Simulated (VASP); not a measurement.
ZrB₂ (AlB2 type): the bulk modulus from VASP (plane waves, PAW) at several levels of theory. Static lattice, third-order Birch-Murnaghan fit over five volumes.

| level | bulk modulus (GPa) |
|---|---|
| LDA | 260 |
| PBE | 238 |
| PBEsol | 250 |
| RPBE | 229 |
| AM05 | 251 |
| PBE-D3(BJ) | 250 |
| PBE-D4 | 248 |
| optB88-vdW | 236 |
| rev-vdW-DF2 | 242 |
| SCAN | 245 |
| r2SCAN | 242 |

The cell of the LDA run:

```cif
data_B2Zr
_chemical_formula_sum 'Zr1 B2'
_space_group_name_H-M_alt 'P6/mmm'
_space_group_IT_number 191
_space_group_name_Hall '-P 6 2'
_cell_length_a 3.13489
_cell_length_b 3.13489
_cell_length_c 3.49223
_cell_angle_alpha 90.000
_cell_angle_beta 90.000
_cell_angle_gamma 120.000
loop_
_atom_site_label
_atom_site_type_symbol
_atom_site_symmetry_multiplicity
_atom_site_Wyckoff_symbol
_atom_site_fract_x
_atom_site_fract_y
_atom_site_fract_z
_atom_site_occupancy
Zr1 Zr 1 a 0.00000 0.00000 0.00000 1
B1 B 2 d 0.33333 0.66667 0.50000 1
```

Only levels that ran to the end are used. Left out are those held back, those with too coarse a band path, GW runs whose mesh misses a band edge, hybrids' fits of cells that aren't cubic and levels without matching references; a question may draw on a part of the rest.

The compound is ZrB2 in the AlB2 type structure.
